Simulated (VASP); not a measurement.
Runs of VASP 6.6.1 on Tl3Ga3W. It takes space group Pm-3m (No. 221, cubic). The conventional cell has a = 5.614 Å, b = 5.614 Å, c = 5.614 Å, α = 90.00°, β = 90.00°, γ = 90.00°. Around Tl (site symmetry 4/mmm) lie 4 Ga at 2.81 Å. Ga (site symmetry 4/mmm) has 4 Tl at 2.81 Å and 2 W at 2.81 Å as nearest neighbours. W (site symmetry m-3m) is surrounded by 6 Ga at 2.81 Å. The cell was built by a generator and needn't be a form met in nature.

| task | level | potentials or basis | U | cell | cutoff (eV) | smearing | optimiser | gap on the mesh (eV) | pressure (GPa) | relaxed volume (Å³/atom) |
| --- | --- | --- | --- | --- | --- | --- | --- | --- | --- | --- |
| electron localisation function | LDA+U | VASP PAW LDA potentials, release 64 (Tl_d, Ga_d, W_sv) | W d U = 3.5 eV | as given | 520 | methfessel-paxton 0.1 eV | - | none | (a) | - |
| relaxation of cell and atoms | PBE+D3(BJ) | VASP PAW PBE potentials, release 64 (Tl_d, Ga_h, W_sv) | - | relaxed from: volume scaled by 1.04 | 980 | methfessel-paxton 0.1 eV | vasp | none | 0.0 | 24.30 |
| single point | PBE | VASP PAW PBE potentials, release 64 (Tl_d, Ga_d, W_sv) | - | as given | 520 | fermi-dirac 0.05 eV | - | none | 0.1 | - |
| relaxation of the atoms | RPBE | VASP PAW PBE potentials, release 64 (Tl_d, Ga_d, W_sv) | - | atoms relaxed | 520 | methfessel-paxton 0.1 eV | - | none | 2.0 | - |
| relaxation of cell and atoms | PBE | VASP PAW PBE potentials, release 64 (Tl_d, Ga_d, W_sv) | - | relaxed | 600 | methfessel-paxton 0.1 eV | - | none | 0.0 | 25.33 |

Alike in all rows: no spin polarisation; k mesh 5 × 5 × 5.

Question: Fill in the values left out.

Answer: (a) -4.8.

Caveats: U without spin polarisation on a metal has little footing (some runs); the U is typed as a test and isn't derived for this compound (some runs); pairwise dispersion overbinds metals, which lowers pressure and volume (some runs); the relaxation stopped at its first step, so nothing moved (some runs); the PAW data sets were made with another functional, which shifts forces and pressure a little (some runs).

A k mesh can miss the band edges, and the runs leave out spin-orbit coupling on Ga, Tl, W.

A gap of «none» marks a metal or a gap under the smearing width.
